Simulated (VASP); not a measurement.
Energy against volume of Pt (fcc). These are LDA (Ceperley-Alder, Perdew-Zunger), VASP's LDA PAW potentials (set 64) (plane waves; VASP 6.6.1) values and carry that method's errors. Run with 520 eV cut-off, 16×16×16 Γ-centred mesh, first-order Methfessel-Paxton smearing of 0.10 eV, potentials Pt.

```
V (Å³/atom)  E (eV/atom)
-----------  -----------
14.341          -7.48916
14.785          -7.50336
15.228          -7.49186
15.672          -7.45915
```

Problem. Fit these four points and predict the energy of the run at 13.898 Å³/atom.

Solution. A cubic in V^(−2/3), the third-order Birch-Murnaghan form, passes through the four points with V0 = 14.79 Å³/atom and B0 = 308 GPa, and gives -7.4438 eV/atom there. The run gave -7.4439 eV/atom, -0.1 meV/atom from the fit; all five points give B0 = 307 GPa.

The compound is Pt in the fcc structure. It was relaxed first.
